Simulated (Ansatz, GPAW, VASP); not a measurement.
## One calculation of Ta3AsAu2O13, 3 ways

```xyz
19
Lattice="5.4520 0.0000 0.0000 -2.7260 4.7216 0.0000 0.0000 0.0000 9.5790" Properties=species:S:1:pos:R:3 pbc="T T T"
Ta    0.0000    0.0000    1.8591
Ta    0.0000    0.0000    7.7199
Ta    2.7260    1.5739    0.0000
As    0.0000    0.0000    4.7895
Au    0.0000    3.1478    2.6273
Au    0.0000    3.1478    6.9517
O     0.0000    0.0000    0.0000
O    -1.3422    4.5861    3.4870
O    -0.5745    1.2662    3.4870
O     1.9167    3.5909    3.4870
O    -1.3422    4.5861    6.0921
O    -0.5745    1.2662    6.0921
O     1.9167    3.5909    6.0921
O     1.1852    1.5782    8.2230
O     3.4927    0.2373    8.2230
O     3.5002    2.9061    8.2230
O     1.1852    1.5782    1.3560
O     3.4927    0.2373    1.3560
O     3.5002    2.9061    1.3560
```

The cell comes from a database or a generator and needn't be the stable form of this composition.

Alike in all runs: task band structure; functional PBE; k mesh 6 × 6 × 3; occupations fermi-dirac, width 0.05 eV; no spin polarisation; no spin-orbit coupling. Pressure is positive in compression and, in plane waves, holds the error of the finite cutoff, which Ansatz's Pulay term estimates and takes out.

```tsv
program and potentials	plane-wave cutoff (eV)	notes	pressure (GPa)	largest force (eV/Å)
Ansatz, Ansatz PAW (earlier soft set)	420	8.95 valence electrons an atom on average; Pulay term of +0.39 GPa included	-0.25	0.216
VASP, PBE PAW files As, Au, O, Ta_pv, 520 eV	520	7.26 valence electrons an atom on average	0.39	0.298
GPAW, GPAW PAW data sets (gpaw-data 1.2.1)	800	7.58 valence electrons an atom on average	1.33	0.396
```

Force on atom 1 (Ta), eV/Å:

| program and potentials | x | y | z |
| --- | --- | --- | --- |
| Ansatz, Ansatz PAW (earlier soft set) | 0.000 | 0.000 | 0.216 |
| VASP, PBE PAW files As, Au, O, Ta_pv, 520 eV | 0.000 | 0.000 | 0.298 |
| GPAW, GPAW PAW data sets (gpaw-data 1.2.1) | 0.000 | 0.000 | 0.396 |

The pressure spans -0.25 (Ansatz, Ansatz PAW (earlier soft set)) to 1.33 GPa (GPAW, GPAW PAW data sets (gpaw-data 1.2.1)).

Differences between rows come from potentials, basis sets and numerical settings, since the functional is the same but for its coding. Runs on potential files found faulty are left out.
